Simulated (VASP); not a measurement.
Crystal: BaY.

```xyz
2
Lattice="3.8169 0.0000 0.0000 -1.9085 3.3055 0.0000 0.0000 0.0000 6.0187" Properties=species:S:1:pos:R:3 pbc="T T T"
Ba    0.0000    2.2037    0.0000
Y     1.9085    1.1018    3.0093
```

The cell was built by a generator and needn't be a form met in nature.

| Property | Result |
| --- | --- |
| Program | VASP 6.6.1 |
| Task | relaxation of cell and atoms |
| Functional | PBE |
| Potentials or basis | VASP PAW PBE potentials, release 64 (Ba_sv, Y_sv) |
| Cutoff | 600 eV |
| k mesh | 8 × 8 × 5 |
| Occupations | methfessel-paxton, width 0.1 eV |
| Spin | no spin polarisation |

At the start: pressure 2.6 GPa; volume 37.97 Å³/atom.

How do energy, volume and symmetry change on relaxing?

Over 6 steps the energy falls by 40.9 meV/atom and the volume is 42.41 Å³/atom (+11.7 %); space group P-6m2 (No. 187, to 0.05 Å).

Step by step:
```tsv
step	energy change (eV)	largest force (eV/Å)	pressure (GPa)	volume (Å³)
1	0.0000	0.0000	2.55	75.94
2	-0.0728	0.0000	0.48	82.77
3	-0.0778	0.0000	-0.21	85.63
4	-0.0779	0.0000	-0.14	85.34
5	-0.0808	0.0000	-0.08	85.09
6	-0.0818	0.0000	0.00	84.81
```

Final structure:
```cif
data_structure
_symmetry_space_group_name_H-M 'P 1'
_symmetry_Int_Tables_number 1
_cell_length_a 3.8901
_cell_length_b 3.8901
_cell_length_c 6.4714
_cell_angle_alpha 90.000
_cell_angle_beta 90.000
_cell_angle_gamma 120.000
_cell_volume 84.81
loop_
_atom_site_label
_atom_site_type_symbol
_atom_site_fract_x
_atom_site_fract_y
_atom_site_fract_z
_atom_site_occupancy
Ba1 Ba 0.33333 0.66667 0.00000 1
Y1 Y 0.66667 0.33333 0.50000 1
```
